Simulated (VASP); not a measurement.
```
CELL_PARAMETERS angstrom
      1.14332    -1.98029     0.00000
      1.14332     1.98029     0.00000
      0.00000     0.00000     3.58249
ATOMIC_POSITIONS crystal
  Be 0.33333 0.66667 0.25000
  Be 0.66667 0.33333 0.75000
```

Computed with vdW-DF-cx, VASP's PBE PAW potentials (set 64) (plane waves; VASP 6.6.1). Numerical set-up: 520 eV cut-off, Gaussian smearing of 0.050 eV, potentials Be.

Problem. Predict the band gap (along the path) with the smallest direct gap where there is one.

Solution. 
```yaml
band gap (along the path): none (metal, semimetal or under 0.01 eV)
```

The absolute energy has meaning only against runs of the same code, potentials and settings.

The compound is Be in the hcp structure. It was relaxed first.
